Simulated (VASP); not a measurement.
## Nb2AlC under strain

How does the pressure of Nb2AlC answer to a change of volume? The bands are shown for each cell. All runs use r2SCAN. Left out of this account: 1 further run (self-consistent run: a reference on another mesh). The start is a computed cell from the Materials Project.

Main program and level: VASP 6.6.1; r2SCAN; plane waves and PAW (Al, Nb_sv, C).

Most raw output is cut from this account.

**1. The starting structure**

Symmetry: P6_3/mmc, No. 194, hexagonal system. Conventional cell: a = 3.123 Å, b = 3.123 Å, c = 13.938 Å, α = 90.00°, β = 90.00°, γ = 120.00°. Al has 6 Nb at 2.87 Å and 6 Al at 3.12 Å nearest. Nearest to Nb lie 3 C at 2.19 Å and 3 Al at 2.87 Å. Nearest to C lie 6 Nb at 2.19 Å. Farther neighbours are not listed.

Structure file:

```
Al Nb C
1.0
     3.12257    0.00000    0.00000
    -1.56128    2.70422    0.00000
     0.00000    0.00000   13.93807
Al Nb C
2 4 2
Cartesian
  0.0000 1.8028 10.4535
  1.5613 0.9014 3.4845
  0.0000 1.8028 1.2509
  1.5613 0.9014 8.2200
  1.5613 0.9014 12.6871
  0.0000 1.8028 5.7181
  0.0000 0.0000 0.0000
  0.0000 0.0000 6.9690
```

**2. Bands, cell as listed**

The mesh alone shows little of the dispersion and can miss band extrema, so KPOINTS_OPT adds a path through the symmetry points after the self-consistent cycle. r2SCAN adds the kinetic-energy density, costs more than a GGA and is run with LASPH.

Input file INCAR:

```
SYSTEM = Nb2AlC
PREC = Accurate
ENCUT = 520
EDIFF = 1E-06
NELM = 100
ISMEAR = -1
SIGMA = 0.05
LREAL = .FALSE.
ALGO = Normal
METAGGA = R2SCAN
LASPH = .TRUE.
NBANDS = 53
LORBIT = 11
LWAVE = .FALSE.
LCHARG = .FALSE.
KPAR = 8
```

Input file POSCAR:

```
Nb2AlC
1.0
    3.1225695162      0.0000000000      0.0000000000
   -1.5612847581      2.7042245261      0.0000000000
    0.0000000000      0.0000000000     13.9380655300
Al Nb C
2 4 2
Direct
    0.3333333300      0.6666666700      0.7500000000
    0.6666666700      0.3333333300      0.2500000000
    0.3333333300      0.6666666700      0.0897486000
    0.6666666700      0.3333333300      0.5897486000
    0.6666666700      0.3333333300      0.9102514000
    0.3333333300      0.6666666700      0.4102514000
    0.0000000000      0.0000000000      0.0000000000
    0.0000000000      0.0000000000      0.5000000000
```

Input file KPOINTS:

```
Automatic mesh
0
Gamma
11 11 3
0 0 0
```

Input file KPOINTS_OPT:

```
Line mode
12
Line-mode
Reciprocal
  0.00000000   0.00000000   0.00000000 GAMMA
  0.50000000   0.00000000   0.00000000 M

  0.50000000   0.00000000   0.00000000 M
  0.33333333   0.33333333   0.00000000 K

  0.33333333   0.33333333   0.00000000 K
  0.00000000   0.00000000   0.00000000 GAMMA

  0.00000000   0.00000000   0.00000000 GAMMA
  0.00000000   0.00000000   0.50000000 A

  0.00000000   0.00000000   0.50000000 A
  0.50000000   0.00000000   0.50000000 L

  0.50000000   0.00000000   0.50000000 L
  0.33333333   0.33333333   0.50000000 H

  0.33333333   0.33333333   0.50000000 H
  0.00000000   0.00000000   0.50000000 A

  0.50000000   0.00000000   0.50000000 L
  0.50000000   0.00000000   0.00000000 M

  0.33333333   0.33333333   0.00000000 K
  0.33333333   0.33333333   0.50000000 H
```

The projector-augmented-wave data sets are Al, Nb_sv and C (PBE family, release 64).

Command:

```sh
$ mpirun -np 8 vasp_std
```

Wall time 12 min (8 MPI ranks of AMD EPYC 7R13 (Zen 3), shared host); peak memory 3.7 GiB; 1.6 h of CPU time.

Spin-orbit coupling is off here; it would split degenerate levels. The PAW data sets were made with PBE, which is usual practice but a small mismatch for other functionals. At this level the cell is under a tension of 2.7 GPa, so at these settings it is away from equilibrium.

This step gave:

* SCF cycles: 14
* electrons: 66
* bands: 53
* irreducible k-points: 32
* symmetry operations: 24
* free energy (TOTEN): -137.5550 eV
* energy at zero smearing: -137.5446 eV
* Fermi energy: 10.32 eV
* pressure: -2.721 GPa
* metallic: yes

Electronic bands along the path, in eV, zero at the Fermi level; # counts the bands kept:

```
          point    #13    #14    #15    #16   #17   #18   #19   #20
              Γ  -0.30  -0.30  -0.27  -0.27  1.03  1.03  1.14  1.14
0.55 of the way  -1.31  -1.06   0.43   0.73  0.85  0.93  1.65  1.67
              M  -1.65  -1.52   1.10   1.44  1.66  1.80  1.92  2.20
0.55 of the way  -1.83  -1.60  -0.80  -0.07  1.43  1.54  1.82  2.43
              K  -1.87  -1.87  -1.50  -0.50  1.27  1.27  1.82  1.82
0.45 of the way  -1.30  -1.23  -0.93  -0.11  0.56  1.41  1.66  1.80
              Γ  -0.30  -0.30  -0.27  -0.27  1.03  1.03  1.14  1.14
0.55 of the way  -0.29  -0.29  -0.27  -0.27  1.04  1.04  1.12  1.12
              A  -0.28  -0.28  -0.28  -0.28  1.08  1.08  1.08  1.08
0.45 of the way  -1.04  -1.04   0.44   0.44  0.59  0.59  1.26  1.26
              L  -1.59  -1.59   1.54   1.54  1.64  1.64  1.83  1.83
0.45 of the way  -1.60  -1.60  -0.24  -0.24  1.53  1.53  2.25  2.25
              H  -1.73  -1.73  -1.01  -1.01  1.20  1.20  2.02  2.02
0.55 of the way  -0.84  -0.84  -0.55  -0.55  0.93  0.93  1.61  1.61
              A  -0.28  -0.28  -0.28  -0.28  1.08  1.08  1.08  1.08
      jump to L  -1.59  -1.59   1.54   1.54  1.64  1.64  1.83  1.83
0.55 of the way  -1.64  -1.54   1.21   1.48  1.70  1.75  1.84  2.09
              M  -1.65  -1.52   1.10   1.44  1.66  1.80  1.92  2.20
      jump to K  -1.87  -1.87  -1.50  -0.50  1.27  1.27  1.82  1.82
0.45 of the way  -1.79  -1.79  -1.37  -0.63  1.24  1.24  1.89  1.89
              H  -1.73  -1.73  -1.01  -1.01  1.20  1.20  2.02  2.02
```

Of the projections kept (Al, Nb, C), the largest for each band there; the rest of the weight can lie on other orbitals:

```
point      #13      #14      #15      #16      #17      #18      #19      #20
    Γ  Nb 1.00  Nb 1.00  Nb 1.00  Nb 1.00  Nb 0.99  Nb 0.99  Nb 1.00  Nb 1.00
    M  Nb 0.74  Nb 0.72  Nb 0.95  Nb 0.94  Nb 0.70  Nb 0.91  Nb 1.00  Nb 0.58
    K  Nb 0.53  Nb 0.53  Nb 1.00  Nb 0.97  Nb 0.71  Nb 0.71  Nb 0.90  Nb 0.90
    Γ  Nb 1.00  Nb 1.00  Nb 1.00  Nb 1.00  Nb 0.99  Nb 0.99  Nb 1.00  Nb 1.00
    A  Nb 1.00  Nb 1.00  Nb 1.00  Nb 1.00  Nb 0.99  Nb 0.99  Nb 0.99  Nb 0.99
    L  Nb 0.73  Nb 0.73  Nb 0.95  Nb 0.95  Nb 0.96  Nb 0.96  Nb 0.63  Nb 0.63
```

Force by atom:

```
atom  x (eV/Å)  y (eV/Å)  z (eV/Å)   size
 Al1     0.000     0.000     0.000  0.000
 Al2     0.000     0.000     0.000  0.000
 Nb3     0.000     0.000    -0.295  0.295
 Nb4     0.000     0.000    -0.295  0.295
 Nb5     0.000     0.000     0.295  0.295
 Nb6     0.000     0.000     0.295  0.295
  C7     0.000     0.000     0.000  0.000
  C8     0.000     0.000     0.000  0.000
```

There is no gap at this level.

**3. Bands, volume times 1.04**

The cell is expanded evenly, with fractional positions held.

INCAR is that of step 2.

POSCAR: that of step 2 with these lines changed.

```diff
@@ -2,5 +2,5 @@
 1.0
-    3.1225695162      0.0000000000      0.0000000000
-   -1.5612847581      2.7042245261      0.0000000000
-    0.0000000000      0.0000000000     13.9380655300
+    3.1636606694      0.0000000000      0.0000000000
+   -1.5818303347      2.7398105087      0.0000000000
+    0.0000000000      0.0000000000     14.1214821628
 Al Nb C
```

KPOINTS is that of step 2.

KPOINTS_OPT is that of step 2.

Command:

```sh
$ mpirun -np 8 vasp_std
```

Run time: 11 min. Hardware: 8 MPI ranks; peak memory 3.7 GiB; 86 min of CPU time.

This step gave:

```
free energy (TOTEN)     : -137.3655 eV
energy at zero smearing : -137.3543 eV
Fermi energy            : 9.839 eV
pressure                : -10.03 GPa
```

Electronic bands along the path, in eV, zero at the Fermi level; # counts the bands kept:

```
          point    #13    #14    #15    #16   #17   #18   #19   #20
              Γ  -0.28  -0.28  -0.25  -0.25  0.96  0.96  1.07  1.07
0.55 of the way  -1.26  -1.03   0.40   0.69  0.80  0.89  1.55  1.59
              M  -1.66  -1.53   1.03   1.35  1.59  1.69  1.81  2.11
0.45 of the way  -1.73  -1.58  -0.45   0.16  1.27  1.71  1.76  2.47
              K  -1.84  -1.84  -1.43  -0.46  1.18  1.18  1.72  1.72
0.45 of the way  -1.25  -1.19  -0.88  -0.11  0.53  1.34  1.56  1.70
              Γ  -0.28  -0.28  -0.25  -0.25  0.96  0.96  1.07  1.07
0.45 of the way  -0.28  -0.28  -0.26  -0.26  0.97  0.97  1.06  1.06
              A  -0.27  -0.27  -0.27  -0.27  1.01  1.01  1.01  1.01
0.45 of the way  -0.99  -0.99   0.41   0.41  0.56  0.56  1.18  1.18
              L  -1.60  -1.60   1.45   1.45  1.55  1.55  1.76  1.76
0.45 of the way  -1.60  -1.60  -0.23  -0.23  1.45  1.45  2.12  2.12
              H  -1.71  -1.71  -0.95  -0.95  1.12  1.12  1.90  1.90
0.55 of the way  -0.81  -0.81  -0.53  -0.53  0.88  0.88  1.52  1.52
              A  -0.27  -0.27  -0.27  -0.27  1.01  1.01  1.01  1.01
      jump to L  -1.60  -1.60   1.45   1.45  1.55  1.55  1.76  1.76
0.45 of the way  -1.64  -1.55   1.19   1.41  1.62  1.63  1.70  1.96
              M  -1.66  -1.53   1.03   1.35  1.59  1.69  1.81  2.11
      jump to K  -1.84  -1.84  -1.43  -0.46  1.18  1.18  1.72  1.72
0.55 of the way  -1.75  -1.75  -1.26  -0.64  1.14  1.14  1.81  1.81
              H  -1.71  -1.71  -0.95  -0.95  1.12  1.12  1.90  1.90
```

Of the projections kept (Al, Nb, C), the largest for each band there; the rest of the weight can lie on other orbitals:

```
point      #13      #14      #15      #16      #17      #18      #19      #20
    Γ  Nb 1.00  Nb 1.00  Nb 1.00  Nb 1.00  Nb 0.99  Nb 0.99  Nb 1.00  Nb 1.00
    M  Nb 0.75  Nb 0.72  Nb 0.96  Nb 0.94  Nb 0.71  Nb 0.91  Nb 1.00  Nb 0.59
    K  Nb 0.53  Nb 0.53  Nb 1.00  Nb 0.97  Nb 0.72  Nb 0.72  Nb 0.91  Nb 0.91
    Γ  Nb 1.00  Nb 1.00  Nb 1.00  Nb 1.00  Nb 0.99  Nb 0.99  Nb 1.00  Nb 1.00
    A  Nb 1.00  Nb 1.00  Nb 1.00  Nb 1.00  Nb 1.00  Nb 1.00  Nb 1.00  Nb 1.00
    L  Nb 0.73  Nb 0.73  Nb 0.95  Nb 0.95  Nb 0.96  Nb 0.96  Nb 0.65  Nb 0.65
```

Force by atom:

```
atom  x (eV/Å)  y (eV/Å)  z (eV/Å)   size
 Al1     0.000     0.000     0.000  0.000
 Al2     0.000     0.000     0.000  0.000
 Nb3     0.000     0.000    -0.680  0.680
 Nb4     0.000     0.000    -0.680  0.680
 Nb5     0.000     0.000     0.680  0.680
 Nb6     0.000     0.000     0.680  0.680
  C7     0.000     0.000     0.000  0.000
  C8     0.000     0.000     0.000  0.000
```

 The pressure is -10.03 GPa.

Between step 2 and this run (cell volume +4.0 %) the value for the pressure moves from -2.72 GPa to -10.0 GPa.

**4. Bands, volume times 1.08**

INCAR is that of step 3.

POSCAR: that of step 3 with these lines changed.

```diff
@@ -2,5 +2,5 @@
 1.0
-    3.1636606694      0.0000000000      0.0000000000
-   -1.5818303347      2.7398105087      0.0000000000
-    0.0000000000      0.0000000000     14.1214821628
+    3.2037112587      0.0000000000      0.0000000000
+   -1.6018556294      2.7744953364      0.0000000000
+    0.0000000000      0.0000000000     14.3002540797
 Al Nb C
```

KPOINTS is that of step 3.

KPOINTS_OPT is that of step 3.

Command:

```sh
$ mpirun -np 8 vasp_std
```

Wall time 10 min (8 MPI ranks); peak memory 3.8 GiB; 82 min of CPU time.

Numbers from this step:

```
free energy (TOTEN)     : -136.9821 eV
energy at zero smearing : -136.9702 eV
Fermi energy            : 9.391 eV
pressure                : -15.96 GPa
```

The electronic bands at the labelled points (eV, zero at the Fermi level; # counts the bands kept):

```
          point    #13    #14    #15    #16   #17   #18   #19   #20
              Γ  -0.27  -0.27  -0.24  -0.24  0.90  0.90  1.01  1.01
0.45 of the way  -1.16  -0.66   0.07   0.47  0.60  0.70  1.07  1.16
              M  -1.66  -1.53   0.98   1.27  1.52  1.59  1.71  2.02
0.45 of the way  -1.72  -1.56  -0.44   0.16  1.20  1.61  1.66  2.33
              K  -1.80  -1.80  -1.36  -0.43  1.10  1.10  1.63  1.63
0.45 of the way  -1.21  -1.14  -0.84  -0.10  0.50  1.27  1.47  1.61
              Γ  -0.27  -0.27  -0.24  -0.24  0.90  0.90  1.01  1.01
0.45 of the way  -0.27  -0.27  -0.24  -0.24  0.91  0.91  0.99  0.99
              A  -0.25  -0.25  -0.25  -0.25  0.95  0.95  0.95  0.95
0.45 of the way  -0.95  -0.95   0.39   0.39  0.53  0.53  1.11  1.11
              L  -1.60  -1.60   1.37   1.37  1.46  1.46  1.69  1.69
0.45 of the way  -1.58  -1.58  -0.22  -0.22  1.37  1.37  2.01  2.01
              H  -1.68  -1.68  -0.90  -0.90  1.04  1.04  1.79  1.79
0.45 of the way  -1.08  -1.08  -0.47  -0.47  0.91  0.91  1.57  1.57
              A  -0.25  -0.25  -0.25  -0.25  0.95  0.95  0.95  0.95
      jump to L  -1.60  -1.60   1.37   1.37  1.46  1.46  1.69  1.69
0.45 of the way  -1.64  -1.56   1.12   1.33  1.53  1.56  1.61  1.89
              M  -1.66  -1.53   0.98   1.27  1.52  1.59  1.71  2.02
      jump to K  -1.80  -1.80  -1.36  -0.43  1.10  1.10  1.63  1.63
0.45 of the way  -1.74  -1.74  -1.24  -0.56  1.07  1.07  1.69  1.69
              H  -1.68  -1.68  -0.90  -0.90  1.04  1.04  1.79  1.79
```

Of the projections kept (Al, Nb, C), the largest for each band there; the rest of the weight can lie on other orbitals:

```
point      #13      #14      #15      #16      #17      #18      #19      #20
    Γ  Nb 1.00  Nb 1.00  Nb 1.00  Nb 1.00  Nb 0.99  Nb 0.99  Nb 1.00  Nb 1.00
    M  Nb 0.76  Nb 0.73  Nb 0.96  Nb 0.94  Nb 0.72  Nb 0.92  Nb 1.00  Nb 0.59
    K  Nb 0.54  Nb 0.54  Nb 1.00  Nb 0.97  Nb 0.73  Nb 0.73  Nb 0.91  Nb 0.91
    Γ  Nb 1.00  Nb 1.00  Nb 1.00  Nb 1.00  Nb 0.99  Nb 0.99  Nb 1.00  Nb 1.00
    A  Nb 1.00  Nb 1.00  Nb 1.00  Nb 1.00  Nb 1.00  Nb 1.00  Nb 1.00  Nb 1.00
    L  Nb 0.74  Nb 0.74  Nb 0.95  Nb 0.95  Nb 0.96  Nb 0.96  Nb 0.66  Nb 0.66
```

Force by atom:

```
atom  x (eV/Å)  y (eV/Å)  z (eV/Å)  size
 Al1      0.00      0.00      0.00  0.00
 Al2      0.00      0.00      0.00  0.00
 Nb3      0.00      0.00     -1.01  1.01
 Nb4      0.00      0.00     -1.01  1.01
 Nb5      0.00      0.00      1.01  1.01
 Nb6      0.00      0.00      1.01  1.01
  C7      0.00      0.00      0.00  0.00
  C8      0.00      0.00      0.00  0.00
```

 The pressure is -15.96 GPa.

Between step 2 and this run (cell volume +8.0 %) the value for the pressure moves from -2.72 GPa to -16.0 GPa.

**5. Bands, sheared, principal strains -1.3, -0.9, +2.2 %**

Levels along the symmetry lines show where the bands peak and cross; KPOINTS_OPT computes them in the converged potential.

INCAR is that of step 4.

POSCAR: that of step 4 with these lines changed.

```diff
@@ -2,5 +2,5 @@
 1.0
-    3.2037112587      0.0000000000      0.0000000000
-   -1.6018556294      2.7744953364      0.0000000000
-    0.0000000000      0.0000000000     14.3002540797
+    3.1472990000     -0.0422850000      0.0254500000
+   -1.6102690000      2.7316930000     -0.0274480000
+    0.1136000000     -0.0758850000     13.8000930000
 Al Nb C
```

KPOINTS is that of step 4.

Input file KPOINTS_OPT:

```
Line mode
12
Line-mode
Reciprocal
  0.00000000  -0.50000000   0.00000000 X
  0.00000000   0.00000000   0.00000000 GAMMA

  0.00000000   0.00000000   0.00000000 GAMMA
  0.00000000   0.00000000   0.50000000 Y

  0.00000000  -0.50000000   0.50000000 L
  0.00000000   0.00000000   0.00000000 GAMMA

  0.00000000   0.00000000   0.00000000 GAMMA
 -0.50000000   0.50000000  -0.50000000 Z

 -0.50000000   0.00000000  -0.50000000 N
  0.00000000   0.00000000   0.00000000 GAMMA

  0.00000000   0.00000000   0.00000000 GAMMA
 -0.50000000   0.50000000   0.00000000 M

 -0.50000000   0.00000000   0.00000000 R
  0.00000000   0.00000000   0.00000000 GAMMA
```

Command:

```sh
$ mpirun -np 8 vasp_std
```

The job ended after 21 min (8 MPI ranks).

The run was cut off at its time limit.

The self-consistent loop had finished, and the limit fell in the path of KPOINTS_OPT; fewer path points or more time would be the way on.

**6. Bands, volume times 0.96**

The cell is compressed evenly, with fractional positions held.

INCAR is that of step 5.

POSCAR: that of step 5 with these lines changed.

```diff
@@ -2,5 +2,5 @@
 1.0
-    3.1472990000     -0.0422850000      0.0254500000
-   -1.6102690000      2.7316930000     -0.0274480000
-    0.1136000000     -0.0758850000     13.8000930000
+    3.0803674575      0.0000000000      0.0000000000
+   -1.5401837288      2.6676764712      0.0000000000
+    0.0000000000      0.0000000000     13.7496902012
 Al Nb C
```

KPOINTS is that of step 5.

Input file KPOINTS_OPT:

```
Line mode
12
Line-mode
Reciprocal
  0.00000000   0.00000000   0.00000000 GAMMA
  0.50000000   0.00000000   0.00000000 M

  0.50000000   0.00000000   0.00000000 M
  0.33333333   0.33333333   0.00000000 K

  0.33333333   0.33333333   0.00000000 K
  0.00000000   0.00000000   0.00000000 GAMMA

  0.00000000   0.00000000   0.00000000 GAMMA
  0.00000000   0.00000000   0.50000000 A

  0.00000000   0.00000000   0.50000000 A
  0.50000000   0.00000000   0.50000000 L

  0.50000000   0.00000000   0.50000000 L
  0.33333333   0.33333333   0.50000000 H

  0.33333333   0.33333333   0.50000000 H
  0.00000000   0.00000000   0.50000000 A

  0.50000000   0.00000000   0.50000000 L
  0.50000000   0.00000000   0.00000000 M

  0.33333333   0.33333333   0.00000000 K
  0.33333333   0.33333333   0.50000000 H
```

Command:

```sh
$ mpirun -np 8 vasp_std
```

Wall time 10 min (8 MPI ranks); peak memory 3.6 GiB.

Numbers from this step:

```yaml
free_energy_toten: -137.5057 eV
energy_at_zero_smearing: -137.4961 eV
fermi_energy: 10.83 eV
pressure: 6.277 GPa
```

The electronic bands at the labelled points (eV, zero at the Fermi level; # counts the bands kept):

```
          point    #13    #14    #15    #16   #17   #18   #19   #20
              Γ  -0.31  -0.31  -0.28  -0.28  1.10  1.10  1.22  1.22
0.45 of the way  -1.30  -0.75   0.11   0.55  0.70  0.83  1.28  1.39
              M  -1.63  -1.49   1.17   1.53  1.75  1.91  2.03  2.31
0.45 of the way  -1.73  -1.60  -0.49   0.16  1.43  1.93  1.97  2.77
              K  -1.89  -1.89  -1.57  -0.53  1.36  1.36  1.93  1.93
0.45 of the way  -1.34  -1.26  -0.98  -0.12  0.60  1.49  1.76  1.92
              Γ  -0.31  -0.31  -0.28  -0.28  1.10  1.10  1.22  1.22
0.45 of the way  -0.31  -0.31  -0.29  -0.29  1.11  1.11  1.20  1.20
              A  -0.30  -0.30  -0.30  -0.30  1.15  1.15  1.15  1.15
0.55 of the way  -1.23  -1.23   0.62   0.62  0.87  0.87  1.80  1.80
              L  -1.56  -1.56   1.63   1.63  1.74  1.74  1.92  1.92
0.55 of the way  -1.60  -1.60  -0.56  -0.56  1.58  1.58  2.22  2.22
              H  -1.74  -1.74  -1.06  -1.06  1.29  1.29  2.15  2.15
0.55 of the way  -0.89  -0.89  -0.58  -0.58  0.99  0.99  1.71  1.71
              A  -0.30  -0.30  -0.30  -0.30  1.15  1.15  1.15  1.15
      jump to L  -1.56  -1.56   1.63   1.63  1.74  1.74  1.92  1.92
0.55 of the way  -1.61  -1.51   1.29   1.58  1.78  1.86  1.95  2.19
              M  -1.63  -1.49   1.17   1.53  1.75  1.91  2.03  2.31
      jump to K  -1.89  -1.89  -1.57  -0.53  1.36  1.36  1.93  1.93
0.55 of the way  -1.79  -1.79  -1.39  -0.73  1.32  1.32  2.04  2.04
              H  -1.74  -1.74  -1.06  -1.06  1.29  1.29  2.15  2.15
```

Of the projections kept (Al, Nb, C), the largest for each band there; the rest of the weight can lie on other orbitals:

```
point      #13      #14      #15      #16      #17      #18      #19      #20
    Γ  Nb 1.00  Nb 1.00  Nb 1.00  Nb 1.00  Nb 0.99  Nb 0.99  Nb 1.00  Nb 1.00
    M  Nb 0.73  Nb 0.71  Nb 0.95  Nb 0.93  Nb 0.69  Nb 0.89  Nb 1.00  Nb 0.58
    K  Nb 0.53  Nb 0.53  Nb 1.00  Nb 0.97  Nb 0.70  Nb 0.70  Nb 0.89  Nb 0.89
    Γ  Nb 1.00  Nb 1.00  Nb 1.00  Nb 1.00  Nb 0.99  Nb 0.99  Nb 1.00  Nb 1.00
    A  Nb 1.00  Nb 1.00  Nb 1.00  Nb 1.00  Nb 0.99  Nb 0.99  Nb 0.99  Nb 0.99
    L  Nb 0.72  Nb 0.72  Nb 0.94  Nb 0.94  Nb 0.95  Nb 0.95  Nb 0.62  Nb 0.62
```

Force by atom:

```
atom  x (eV/Å)  y (eV/Å)  z (eV/Å)   size
 Al1     0.000     0.000     0.000  0.000
 Al2     0.000     0.000     0.000  0.000
 Nb3     0.000     0.000     0.156  0.156
 Nb4     0.000     0.000     0.156  0.156
 Nb5     0.000     0.000    -0.156  0.156
 Nb6     0.000     0.000    -0.156  0.156
  C7     0.000     0.000     0.000  0.000
  C8     0.000     0.000     0.000  0.000
```

 The pressure is 6.28 GPa.

For the pressure, step 2 gave -2.72 GPa; this run, with cell volume -4.0 %, gives 6.28 GPa.

(Continued in part 2 of 2.)

[Lines on the potential files, build, host, timing and source positions are cut from VASP's logs without a mark.]

[Logs are printed without paths, hosts, clocks, repeated set-up lines and the standing remarks that a program may print on its own settings, such as how far it seeks lower states.]

[Hosts, paths, dates, database ids (printed as entryN), source tags and the programs' standing remarks are cut or masked in the printed files.]

[A measured line is paired with the nearest computed mode of its activity, which favours agreement.]
